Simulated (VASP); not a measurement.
All values below come from PBEsol GGA, VASP's PBE PAW potentials (set 64) (plane waves; VASP 6.6.1).

VASP ran on this input.

**INCAR**
```
ALGO=Normal
EDIFF=1E-7
ENCUT=400
GGA=PS
ISIF=2
ISMEAR=-5
LASPH=T
LCHARG=T
LEFG=T
LORBIT=11
LREAL=F
LWAVE=F
NEDOS=601
NELM=100
PREC=Accurate
SYSTEM=P
```

File KPOINTS:
```
Automatic mesh
0
Gamma
9 9 3
0 0 0
```

**POSCAR**
```
P
1.0
  3.2406739091  -0.0000000644   0.0000000000
 -1.6203365477   2.8065060463   0.0000000000
  0.0000000000   0.0000000000  11.3740216530
P
4
Cartesian
 -0.0000013491   1.8710049449   0.6196160068
  1.6203387105   0.9355010370   6.3066268333
  1.6203387105   0.9355010370  10.7544056462
 -0.0000013491   1.8710049449   5.0673948197
```

POTCAR, in this order: P (PBE.64 set). Program: vasp_std.

What VASP printed:

**OSZICAR**
```
       N       E                     dE             d eps       ncg     rms          rms(c)
DAV:   1     0.712040272200E+02    0.71204E+02   -0.69470E+03   672   0.941E+02
DAV:   2    -0.178789870749E+02   -0.89083E+02   -0.85958E+02   904   0.170E+02
DAV:   3    -0.229641885720E+02   -0.50852E+01   -0.50593E+01   888   0.461E+01
DAV:   4    -0.230453804596E+02   -0.81192E-01   -0.81068E-01   944   0.673E+00
DAV:   5    -0.230478581669E+02   -0.24777E-02   -0.24762E-02   956   0.102E+00    0.100E+01
DAV:   6    -0.228752817274E+02    0.17258E+00   -0.10879E-01   834   0.194E+00    0.584E+00
DAV:   7    -0.228055469355E+02    0.69735E-01   -0.19047E-01   858   0.256E+00    0.309E-01
DAV:   8    -0.228063905068E+02   -0.84357E-03   -0.18109E-02   804   0.909E-01    0.192E-01
DAV:   9    -0.228064793893E+02   -0.88883E-04   -0.50396E-04  1060   0.159E-01    0.124E-01
DAV:  10    -0.228065743832E+02   -0.94994E-04   -0.57364E-04   834   0.140E-01    0.630E-02
DAV:  11    -0.228065721079E+02    0.22753E-05   -0.52603E-05   876   0.525E-02    0.216E-02
DAV:  12    -0.228065750791E+02   -0.29712E-05   -0.31918E-06   868   0.113E-02    0.114E-02
DAV:  13    -0.228065825509E+02   -0.74718E-05   -0.13982E-05   786   0.191E-02    0.509E-03
DAV:  14    -0.228065828571E+02   -0.30618E-06   -0.53339E-07   918   0.461E-03    0.571E-03
DAV:  15    -0.228065829175E+02   -0.60357E-07   -0.11614E-07   650   0.229E-03
   1 F= -.22806583E+02 E0= -.22806583E+02  d E =0.000000E+00
```

### OUTCAR
```
------------------------ aborting loop because EDIFF is reached ----------------------------------------
  FORCE on cell =-STRESS in cart. coord.  units (eV):
  Direction    XX          YY          ZZ          XY          YZ          ZX
  --------------------------------------------------------------------------------------
  Total       -0.0683612     -0.0683612      0.0888375     -0.0000000      0.0000000     -0.0000000
  in kB       -1.0587786     -1.0587787      1.3759154     -0.0000001      0.0000000     -0.0000000
  external PRESSURE =      -0.2472140 kB  Pullay stress =       0.0000000 kB
  volume of cell :      103.45
      direct lattice vectors                 reciprocal lattice vectors
     3.240673909 -0.000000064  0.000000000     0.308577796  0.178157421  0.000000000
    -1.620336548  2.806506046  0.000000000     0.000000007  0.356314932  0.000000000
     0.000000000  0.000000000 11.374021653     0.000000000  0.000000000  0.087919650
 POSITION                                       TOTAL-FORCE (eV/Angst)
 -----------------------------------------------------------------------------------
     -0.00000      1.87100      0.61962         0.000000     -0.000000      0.031055
      1.62034      0.93550      6.30663        -0.000000      0.000000      0.031055
      1.62034      0.93550     10.75441         0.000000      0.000000     -0.031055
     -0.00000      1.87100      5.06739        -0.000000     -0.000000     -0.031055
 -----------------------------------------------------------------------------------
    total drift:                               -0.000255      0.000117      0.000004
  FREE ENERGIE OF THE ION-ELECTRON SYSTEM (eV)
  ---------------------------------------------------
  free  energy   TOTEN  =       -22.8065829175 eV

  energy  without entropy=      -22.8065829175  energy(sigma->0) =      -22.80658292

 total charge

# of ion       s       p       d       tot
------------------------------------------
    1        1.092   1.359   0.000   2.451
    2        1.092   1.359   0.000   2.451
    3        1.092   1.359   0.000   2.451
    4        1.092   1.359   0.000   2.451
--------------------------------------------------
tot          4.366   5.437   0.000   9.803

 Electric field gradients after diagonalization (V/A^2)
 (convention: |V_zz| > |V_xx| > |V_yy|)
----------------------------------------------------------------------
 ion       V_xx      V_yy      V_zz     asymmetry (V_yy - V_xx)/ V_zz
----------------------------------------------------------------------
   1      31.054    31.054   -62.108       0.000
   2      31.054    31.054   -62.109       0.000
   3      31.054    31.054   -62.109       0.000
   4      31.054    31.054   -62.108       0.000
```
(Selected blocks of OUTCAR.)

The structure was generated: P was put into the lonsdaleite type (P6_3/mmc), which need not be its known phase. It was relaxed first, which changed the volume by +67 %.
